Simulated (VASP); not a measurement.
```xyz
2
Lattice="1.3592 -2.3093 0.0000 1.3592 2.3093 0.0000 0.0000 0.0000 4.4433" Properties=species:S:1:pos:R:3 pbc="T T T"
Os     1.3592     0.7698     1.1108
Os     1.3811    -0.7698     3.3325
```

Level of theory: PBE GGA, VASP's PBE PAW potentials (set 64) (plane waves; VASP). Run with EDIFF = 1E-4, 400 eV cut-off, 14×14×8 Γ-centred mesh, first-order Methfessel-Paxton smearing of 0.10 eV, potentials Os.

### Question
Give the force on each atom (eV/Å).

### Answer

```
atom      Fx      Fy     Fz
----  ------  ------  -----
Os1    0.173   0.067  0.000
Os2   -0.173  -0.067  0.000
```

### Question
Give the stress tensor in GPa (positive for a compressed cell).

### Answer

```
14.51  -0.40   0.00
-0.40  24.93   0.00
 0.00   0.00  -8.60
```
The pressure is its mean diagonal, 10.28 GPa.

The compound is Os in the hcp structure. The cell was not relaxed at this level, atoms are displaced from their ideal sites. The run is one of a series of settings (EDIFF = 1E-4 against the base run), some of them coarse on purpose.
